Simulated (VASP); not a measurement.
Here is the system:

```xyz
1
Lattice="0.0000 1.9750 1.9750 1.9750 0.0000 1.9750 1.9750 1.9750 0.0000" Properties=species:S:1:pos:R:3 pbc="T T T"
Re     0.0000     0.0000     0.0000
```

Calculation: LDA (Ceperley-Alder, Perdew-Zunger), VASP's LDA PAW potentials (set 64) (plane waves; VASP 6.6.1). Numerical set-up: 300 eV cut-off, 10×10×10 Γ-centred mesh, Fermi-Dirac smearing of 0.050 eV, potentials Re.

Problem. Give the energies of bands 1 to 6 at the high-symmetry points, in eV from the Fermi level.

Solution. 
```csv
band,Γ,X,U,L,W
1,-9.75,-6.44,-5.35,-6.54,-4.70
2,-1.83,-5.61,-4.29,-2.02,-3.05
3,-1.83,2.71,-1.06,-2.02,-3.05
4,-1.83,3.45,1.32,0.26,0.16
5,1.12,4.22,3.19,3.51,4.23
6,1.12,4.22,7.36,3.51,9.59
```

It has no gap at this level: it comes out as a metal or semimetal.

The structure comes from a measured Re entry of the Crystallography Open Database, whose conditions weren't checked. The cell was not relaxed at this level.
